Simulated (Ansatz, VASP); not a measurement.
# NbRh in two plane-wave programs, part 2 of 3

One calculation is typed for both programs; each brings its own data sets and cutoff. How far apart do they land?  The structure shown is the end of the VASP relaxation below.

VASP 6.6.1 and Ansatz 0.2.0.

So far: Set-up; VASP: relaxation, PBEsol with D3(BJ).

### 3. Ansatz: single point, PBEsol with D3(BJ)

Level of this step: Ansatz beside VASP: Kohn-Sham DFT, plane waves, PBEsol with D3(BJ) (Ansatz).

Ansatz runs on its default PAW (the set named soft_2) files.

The same cell, functional, mesh and smearing now go to Ansatz, which takes its cutoff from its data sets.

input.yaml

```yaml
crystal:
  lattice:
    - [2.813, 0.0, 0.0]
    - [0.0, 4.808, 0.0]
    - [0.0, 0.0, 26.275]
  atoms:
    - { symbol: Nb, position: [0.0, 0.182, 0.28544244] }
    - { symbol: Nb, position: [0.0, 0.818, 0.37126546] }
    - { symbol: Nb, position: [0.0, 0.182, 0.45708849] }
    - { symbol: Nb, position: [0.0, 0.797552, 0.54095001] }
    - { symbol: Nb, position: [0.0, 0.19403405, 0.62539835] }
    - { symbol: Nb, position: [0.0, 0.76553147, 0.71363566] }
    - { symbol: Rh, position: [0.5, 0.672, 0.28544244] }
    - { symbol: Rh, position: [0.5, 0.328, 0.37126546] }
    - { symbol: Rh, position: [0.5, 0.672, 0.45708849] }
    - { symbol: Rh, position: [0.5, 0.30840917, 0.5428371] }
    - { symbol: Rh, position: [0.5, 0.68812291, 0.63013698] }
    - { symbol: Rh, position: [0.5, 0.27257054, 0.70857137] }
hamiltonian:
  xc: pbesol
  pseudopotentials: { kind: paw }
  dispersion: d3bj
kpoints:
  mp_grid: { grid: [7, 4, 1] }
scf:
  occupations: { method: methfessel_paxton, width: 0.05 }
  n_extra_bands: 7
efield:
  axis: 3
  dipole_correction: true
  ramp_width: 0.04
output:
  forces: true
  eigenvalues: true
```

Command:

```sh
ansatz run input.yaml --threads 4 --pin off --max-ram 9216MiB --backend cpu --events-out ev --progress --plain --runs-dir out
```

Numbers of over 12 decimals in the logs are rounded to 6 here.

The log of the run:

```text
scf.n_extra_bands = 7 over 90 filled bands (N_el = 180.0): the run solves 97 bands
Engine: ansatz 0.2.0, aarch64-unknown-linux-gnu
Pseudopotentials: kind: paw
Pseudopotential: Nb, paw, valence charge 13, recommended cutoff 420 eV (normal), Nb.paw.azcp
Pseudopotential: Rh, paw, valence charge 17, recommended cutoff 420 eV (normal), Rh.paw.azcp
Functional definition: PBEsol
  exchange = pbesol_x
  correlation = pbesol_c
Crystal: 12 atoms, lattice volume = 355.367 Å³
Basis set: ecut = 420 eV, 6983 PW (Γ), exchange–correlation on 40×72×360 points (8 copies of the dense FFT grid, shifted against one another)
Bands: 97, of which v1, the nominal top of the filled ones, is band 90 counted from 1 (89 counted from 0)
Symmetry: 2 space group operations
Space group: Pm (ITA 6), of the structure as read, at distance tolerance 7.1e-5 Å
k-points: 12 of 28 (time reversal used)
Non-local potential: Nb, projectors of the file, l = 0: 3, l = 1: 2, l = 2: 2, l = 3: 1
Non-local potential: Rh, projectors of the file, l = 0: 3, l = 1: 2, l = 2: 2, l = 3: 1
PAW form: soft (Blöchl's): semilocal exchange-correlation on the pseudo side does not see the compensation charge
PAW frozen core: Nb, regenerated for the run's functional, and the local potential with it (the file was generated under x = pbe(κ = 0.804, μ = 0.219515), c = pbe(β = 0.066725))
PAW frozen core: Rh, regenerated for the run's functional, and the local potential with it (the file was generated under x = pbe(κ = 0.804, μ = 0.219515), c = pbe(β = 0.066725))
PAW one-centre angular grid: Nb, 590 points (default); XC on 64 Gauss nodes
PAW one-centre angular grid: Rh, 590 points (default); XC on 64 Gauss nodes
Initial density: superposition of atomic densities (neutral atoms: chi_scale 0, normalization atom), corrected by the library's trained network
Initial wavefunctions: pseudopotential atomic-orbital guess
Functional: x = pbesol(κ = 0.804, μ = 0.123457), c = pbesol(β = 0.046)
SCF iter   1: F=—  HF=-65012.615048 eV  |F-HF|=—  |Δ(HF+E_count)|=         —  Δρ=1.11e-2  dr2=9.64e0  ethr=1.77e-3  p=-0.003 e·Å  D=-1.35e-3 V/Å  ΔV_dip=0.04 eV  dr2_dipole=2.48e0  V_vac-E_F(+/−)=4.79/4.76 eV  ⟨swp⟩=8.3  Hψ=5702  notcnv=0
efield: sawtooth ramp at fractional position 0.9795 (placed from the atoms, in the widest stretch of the axis that holds none; the zero of the levels goes with the place), width 0.0400; the density the first Hamiltonian is built on has a dipole p = -0.003 e·Å; the dipole correction subtracts the counter field D = -1.35e-3 V/Å, which shifts the + side's vacuum level by +0.04 eV against the − side's; the planar-averaged density in the ramp window peaks in size at 3.3e-5 e/Å³
preconditioner: auto → LDOS  [metal: Δε(μ)=0.021 eV  Ē_g=3.468 eV  σ=0.050 eV  W_gap=0.34  n_scr=72 (ndim 8)  ℏωp=18.1 eV  f_vac=0.439  D(μ)=13.37/eV (n_scr^D=92)  β→1.0]
SCF iter   2: F=—  HF=-65012.506998 eV  |F-HF|=—  |Δ(HF+E_count)|=   1.08e-1  S|Δr|=    0.00e0  Δρ=7.87e-3  dr2=1.92e0  ethr=1.77e-3  p=0.021 e·Å  D=1.09e-2 V/Å  ΔV_dip=-0.29 eV  dr2_dipole=8.68e-1  V_vac-E_F(+/−)=4.27/4.56 eV  ⟨swp⟩=1.9  Hψ=1488  notcnv=0  defer=19
SCF iter   3: F=—  HF=-65012.465895 eV  |F-HF|=—  |Δ(HF+E_count)|=   4.11e-2  S|Δr|=    0.00e0  Δρ=1.67e-3  dr2=2.76e-2  ethr=1.07e-3  p=0.011 e·Å  D=5.75e-3 V/Å  ΔV_dip=-0.15 eV  dr2_dipole=1.53e-4  V_vac-E_F(+/−)=4.45/4.60 eV  ⟨swp⟩=1.9  Hψ=1195  notcnv=0  defer=19
SCF iter   4: F=—  HF=-65012.470086 eV  |F-HF|=—  |Δ(HF+E_count)|=   4.19e-3  S|Δr|=    0.00e0  Δρ=9.66e-4  dr2=2.13e-2  ethr=1.53e-5  p=0.011 e·Å  D=5.85e-3 V/Å  ΔV_dip=-0.15 eV  dr2_dipole=2.35e-4  V_vac-E_F(+/−)=4.42/4.58 eV  ⟨swp⟩=2.0  Hψ=1668  notcnv=0  defer=19
SCF iter   5: F=—  HF=-65012.469908 eV  |F-HF|=—  |Δ(HF+E_count)|=   1.78e-4  S|Δr|=    0.00e0  Δρ=4.19e-4  dr2=1.77e-3  ethr=1.18e-5  p=0.012 e·Å  D=6.13e-3 V/Å  ΔV_dip=-0.16 eV  dr2_dipole=5.13e-4  V_vac-E_F(+/−)=4.40/4.57 eV  ⟨swp⟩=2.0  Hψ=1325  notcnv=0  defer=19
SCF iter   6: F=—  HF=-65012.470016 eV  |F-HF|=—  |Δ(HF+E_count)|=   1.08e-4  S|Δr|=    0.00e0  Δρ=1.88e-4  dr2=5.11e-4  ethr=9.84e-7  p=0.012 e·Å  D=6.13e-3 V/Å  ΔV_dip=-0.16 eV  dr2_dipole=2.10e-4  V_vac-E_F(+/−)=4.40/4.56 eV  ⟨swp⟩=2.2  Hψ=1582  notcnv=0  defer=19
SCF iter   7: F=—  HF=-65012.470025 eV  |F-HF|=—  |Δ(HF+E_count)|=   9.17e-6  S|Δr|=    0.00e0  Δρ=6.64e-5  dr2=3.21e-5  ethr=2.84e-7  p=0.012 e·Å  D=6.16e-3 V/Å  ΔV_dip=-0.16 eV  dr2_dipole=2.98e-6  V_vac-E_F(+/−)=4.40/4.56 eV  ⟨swp⟩=2.0  Hψ=1545  notcnv=0  defer=19
SCF iter   8: F=—  HF=-65012.469890 eV  |F-HF|=—  |Δ(HF+E_count)|=   1.35e-4  S|Δr|=    0.00e0  Δρ=2.23e-5  dr2=2.66e-6  ethr=1.78e-8  p=0.012 e·Å  D=6.21e-3 V/Å  ΔV_dip=-0.16 eV  dr2_dipole=2.66e-8  V_vac-E_F(+/−)=4.40/4.56 eV  ⟨swp⟩=2.8  Hψ=1731  notcnv=0  defer=19
SCF iter   9: F=—  HF=-65012.469893 eV  |F-HF|=—  |Δ(HF+E_count)|=   2.99e-6  S|Δr|=    0.00e0  Δρ=8.24e-6  dr2=4.70e-7  ethr=1.48e-9  p=0.012 e·Å  D=6.26e-3 V/Å  ΔV_dip=-0.16 eV  dr2_dipole=1.34e-9  V_vac-E_F(+/−)=4.40/4.56 eV  ⟨swp⟩=2.3  Hψ=1787  notcnv=0  defer=19
SCF iter  10: F=-65012.469893 eV  HF=-65012.469893 eV  |F-HF|=7.64e-8  |Δ(HF+E_count)|=   3.08e-7  S|Δr|=    0.00e0  Δρ=3.35e-6  dr2=5.80e-8  ethr=5.56e-11  p=0.012 e·Å  D=6.28e-3 V/Å  ΔV_dip=-0.16 eV  dr2_dipole=1.45e-8  V_vac-E_F(+/−)=4.40/4.56 eV  ⟨swp⟩=10.3  Hψ=5105  notcnv=0
SCF 1 converged in 10 iterations: F = -65012.469893 eV  dr2 = 5.80e-8
  greatest PAW one-centre occupation: 1.000 electrons in one spin orbital (limit 2), on the Rh atom at site 9 (counted from 0), in its partial waves of l = 0
SCF converged after 10 iterations
Stability not checked: this state was not tested for a lower state beside it, because cold or Methfessel-Paxton smearing, or corrected tetrahedra, fill the levels in a way that the test cannot read (fill_not_monotonic; see scf.lower_state_search)
Free energy (F): -65012.469893 eV
Harris-Foulkes:  -65012.469893 eV  (|F-HF|=7.64e-8)
Internal energy: -65012.467692 eV  (E = F + TS)
E sigma→0 (E₀):  -65012.469343 eV
Entropy (-TS):   -0.002201 eV (-0.183 meV/atom)
Fermi energy:    8.616325 eV
Step filling:    the computed levels leave a gap of 0.0103 eV = 0.2 smearing widths at the electron count; against every level under it full and every level over it empty, smearing changes F+E_penalty+E_count by -2.219 meV and its σ→0 estimate by -1.669 meV
Dipole field:    D = 0.006400 V/Å  (p = 0.012568 e·Å, saw-weighted, corrected)
Work function:   Φ+ = 4.3950 eV   Φ− = 4.5632 eV
Levels:          The Fermi level and band energies are counted from a zero that moves with the ramp; work functions are not
--- Per-component energies (eV) ---
  E_band       = -3059.259820
  E_kinetic    = 5815.498761
  E_local      = -245265.252880  (includes V_loc(G=0)·N_el)
  E_nonlocal   = 2867.070631
  E_hartree    = 119376.617853
  E_xc         = -2371.762568
  E_vxc        = -2944.300759  (∫ρ·V_xc dr)
  E_paw        = -39250.451074  (= ΣΔE_a)
  E_vpaw       = -2285.493028  (= ΣTr[D̂ρ^β])
  E_aug_tail   = 0.005055  (compensation charges beyond the density's cutoff)
  E_efield     = 0.000040  (sawtooth field / dipole correction)
  E_vefield    = 0.013040  (∫n·V_field dr)
  E_ewald      = 93819.799307
  E_disp       = -6.782270  (pairwise vdW)
  E_core_change = 2.789452  (= ΣΔE_core)
  E_smearing   = -0.002201  (= −TS)
  E_closure    = -0.000000  (closes the sum)
  Σ components = -65012.469893   (vs F -65012.469893, Δ=0.00e0)
--- Forces (eV/Å), atoms counted from 1 ---
  atom   1  Nb     0.00000000     0.16567039     0.78231737
  atom   2  Nb     0.00000000    -0.28859139    -0.16057693
  atom   3  Nb     0.00000000     0.19378754    -0.12122292
  atom   4  Nb     0.00000000    -0.00856823     0.00520386
  atom   5  Nb     0.00000000    -0.01004990    -0.02135726
  atom   6  Nb     0.00000000    -0.01600904    -0.00775932
  atom   7  Rh     0.00000000     0.37335525     0.34097097
  atom   8  Rh     0.00000000    -0.79658183    -0.52104094
  atom   9  Rh     0.00000000     0.43365066    -0.25194162
  atom  10  Rh     0.00000000    -0.01133062    -0.00759801
  atom  11  Rh     0.00000000    -0.01231064    -0.00690237
  atom  12  Rh     0.00000000    -0.02302763    -0.03009560
  max |Σ_I F_I| component: 5.44e-6 eV/Å
--- Band table (eV; the first three rows and the last of 12) ---
  k-point 0: bands = [... 86 lower, 7.8607, 7.9352, 8.0443, 8.3424, 8.6836, 8.8365, 8.9734, 9.2167, ... 3 higher]
  k-point 1: bands = [... 86 lower, 7.6982, 7.8044, 7.9081, 7.9186, 8.0343, 8.1629, 8.2648, 8.5121, ... 3 higher]
  k-point 2: bands = [... 86 lower, 7.4487, 7.4840, 7.5452, 7.6610, 7.7259, 7.7837, 7.8324, 7.9227, ... 3 higher]
  k-point 11: bands = [... 86 lower, 9.1176, 9.2358, 9.5167, 9.6074, 9.7720, 10.0365, 10.1144, 10.1353, ... 3 higher]
```

Run time: 19 s. Hardware: 4 threads of Arm Neoverse V2, shared host; peak memory 1.1 GiB.

Reading the cycles: dr2 is the Hartree energy of the density residual (eV), the measure of convergence; HF is the Harris–Foulkes estimate of the energy, which meets the free energy F at convergence.

### 4. Differences

Known differences besides the PAW data sets themselves: the data sets hold 180 valence electrons in Ansatz (default PAW (the set named soft_2) files) and 168 in VASP; the cutoff is 420 eV in Ansatz and 300 eV in VASP (PREC = Normal); Ansatz makes its cores anew for this functional, VASP keeps those of its PBE data sets; VASP leaves aspherical gradient terms in its spheres out (LASPH is not set), Ansatz keeps them. Total energies have different zeros and are not compared.

Forces on 10 of the 12 atoms, picked by the larger force of the two programs (eV/Å; atoms numbered as in POSCAR):

```
atom         Ansatz x, y, z           VASP x, y, z
 Nb1    0.000, 0.166, 0.782    0.000, 0.156, 0.773
 Nb2  0.000, -0.289, -0.161  0.000, -0.285, -0.160
 Nb3   0.000, 0.194, -0.121   0.000, 0.185, -0.109
 Nb5  0.000, -0.010, -0.021  0.000, -0.017, -0.024
 Nb6  0.000, -0.016, -0.008   0.000, -0.005, 0.006
 Rh7    0.000, 0.373, 0.341    0.000, 0.379, 0.333
 Rh8  0.000, -0.797, -0.521  0.000, -0.801, -0.528
 Rh9   0.000, 0.434, -0.252   0.000, 0.435, -0.262
Rh10  0.000, -0.011, -0.008  0.000, -0.018, -0.008
Rh12  0.000, -0.023, -0.030  0.000, -0.020, -0.012
```

The forces differ by 6.5 meV/Å r.m.s., which is 2.6 % of the r.m.s. force of 0.25 eV/Å (both taken over all components, held atoms included).

### 5. VASP: band structure, PBEsol with D3(BJ)

Levels along a path test the potential and the projectors away from the mesh points.

INCAR

```
SYSTEM = NbRh
PREC = Normal
ENCUT = 300
EDIFF = 1E-06
NELM = 120
ISMEAR = 1
SIGMA = 0.05
LREAL = .FALSE.
ALGO = Fast
GGA = PS
IVDW = 12
NBANDS = 120
LORBIT = 11
LWAVE = .TRUE.
LCHARG = .TRUE.
IDIPOL = 3
LDIPOL = .TRUE.
DIPOL = 0.5 0.5 0.499
LVHAR = .TRUE.
LVACPOTAV = .TRUE.
LELF = .TRUE.
NEDOS = 1500
```

POSCAR

```
NbRh
1.0
    2.8130000000      0.0000000000      0.0000000000
    0.0000000000      4.8080000000      0.0000000000
    0.0000000000      0.0000000000     26.2750000000
Nb Rh
6 6
Direct
    0.0000000000      0.1820000000      0.2854424400
    0.0000000000      0.8180000000      0.3712654600
    0.0000000000      0.1820000000      0.4570884900
    0.0000000000      0.7975519970      0.5409500148
    0.0000000000      0.1940340450      0.6253983463
    0.0000000000      0.7655314720      0.7136356618
    0.5000000000      0.6720000000      0.2854424400
    0.5000000000      0.3280000000      0.3712654600
    0.5000000000      0.6720000000      0.4570884900
    0.5000000000      0.3084091704      0.5428371040
    0.5000000000      0.6881229144      0.6301369755
    0.5000000000      0.2725705425      0.7085713658
```

KPOINTS

```
Automatic mesh
0
Gamma
7 4 1
0 0 0
```

KPOINTS_OPT

```
Line mode
14
Line-mode
Reciprocal
  0.00000000   0.00000000   0.00000000 GAMMA
  0.50000000   0.00000000   0.00000000 X

  0.50000000   0.00000000   0.00000000 X
  0.50000000   0.50000000   0.00000000 S

  0.50000000   0.50000000   0.00000000 S
  0.00000000   0.50000000   0.00000000 Y

  0.00000000   0.50000000   0.00000000 Y
  0.00000000   0.00000000   0.00000000 GAMMA

  0.00000000   0.00000000   0.00000000 GAMMA
  0.50000000   0.50000000   0.00000000 S
```

PAW data sets: Nb_sv and Rh_pv (PBE family, release 64).

Command:

```sh
mpirun -np 2 vasp_std
```

The log of the run:

```text
[banner, memory and clock lines left out]
running    2 mpi-ranks, on    1 nodes
[...]
[... a notice as in an earlier step ...]

 LDA part: xc-table for (Slater+PW92), standard interpolation
 POSCAR, INCAR and KPOINTS ok, starting setup
[...]
entering main loop
       N       E                     dE             d eps       ncg     rms          rms(c)
DAV:   1     0.151936254455E+04    0.15194E+04   -0.80056E+04  3416   0.968E+02
DAV:   2    -0.246410010419E+02   -0.15440E+04   -0.14901E+04  3336   0.414E+02
DAV:   3    -0.113882561769E+03   -0.89242E+02   -0.85707E+02  4120   0.851E+01
DAV:   4    -0.123716810096E+03   -0.98342E+01   -0.97039E+01  5152   0.224E+01
[...]
RMM:  17    -0.115055527524E+03    0.20430E-02   -0.32158E-02  4784   0.472E-01    0.936E-01
RMM:  18    -0.115047731327E+03    0.77962E-02   -0.32425E-02  4689   0.450E-01    0.492E-01
RMM:  19    -0.115045317153E+03    0.24142E-02   -0.11792E-02  4921   0.271E-01    0.278E-01
WARNING in EDDRMM: call to ZHEGV failed, returncode =   8  4     24
[...]
|     workfunction values.                                                    |
|                                                                             |

   1 F= -.12182728E+03 E0= -.12182655E+03  d E =-.221528E-02
 Start KPOINTS_OPT (optional k-point list driver)
k-point batch [1-12\70]
       N       E                     dE             ncg
DAV:   1    -0.160785718974E+05   -0.39702E+05     3432
DAV:   2    -0.343982839735E+05   -0.18320E+05     3296
DAV:   3    -0.355218733949E+05   -0.11236E+04     4112
DAV:   4    -0.356351838471E+05   -0.11331E+03     5008
[...]
DAV:   9    -0.356428734214E+05   -0.28026E-04     3216
DAV:  10    -0.356428734234E+05   -0.19945E-05     2448
DAV:  11    -0.356428734236E+05   -0.20659E-06     1976
[...]
k-point batch [61-70\70]
       N       E                     dE             ncg
DAV:   1    -0.130554796238E+05   -0.51090E+05     2856
DAV:   2    -0.278900555960E+05   -0.14835E+05     2776
DAV:   3    -0.287863470467E+05   -0.89629E+03     3344
DAV:   4    -0.288883540593E+05   -0.10201E+03     4376
[...]
DAV:   8    -0.288946206263E+05   -0.24770E-03     3416
DAV:   9    -0.288946206395E+05   -0.13172E-04     2520
DAV:  10    -0.288946206404E+05   -0.88256E-06     1840
 writing wavefunctions
```

[end of part 2 of 3]

[Lines on the potential files, build, host, timing and source positions are cut from VASP's logs without a mark.]

[Logs are printed without paths, hosts, clocks, repeated set-up lines and the standing remarks that a program may print on its own settings, such as how far it seeks lower states.]

[Hosts, paths, dates, database ids (printed as entryN), source tags and the programs' standing remarks are cut or masked in the printed files.]
